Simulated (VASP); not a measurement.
Data:

```xyz
3
Lattice="0.0000 3.1754 3.1754 3.1754 0.0000 3.1754 3.1754 3.1754 0.0000" Properties=species:S:1:pos:R:3 pbc="T T T"
Ba     3.1754     0.0000     3.1754
F      1.5877     1.5877     1.5877
F      4.7631     4.7631     4.7631
```

Level of theory: vdW-DF2, VASP's PBE PAW potentials (set 64) (plane waves; VASP 6.6.1). Settings: 520 eV cut-off, 6×6×6 Γ-centred mesh, Gaussian smearing of 0.050 eV, potentials Ba_sv F.

Question: Estimate the energy per atom (σ→0).

Answer: 
The energy per atom (σ→0) is -4028 meV/atom.

The compound is BaF2 in the fluorite structure. It was relaxed first, which changed the volume by +7 %.
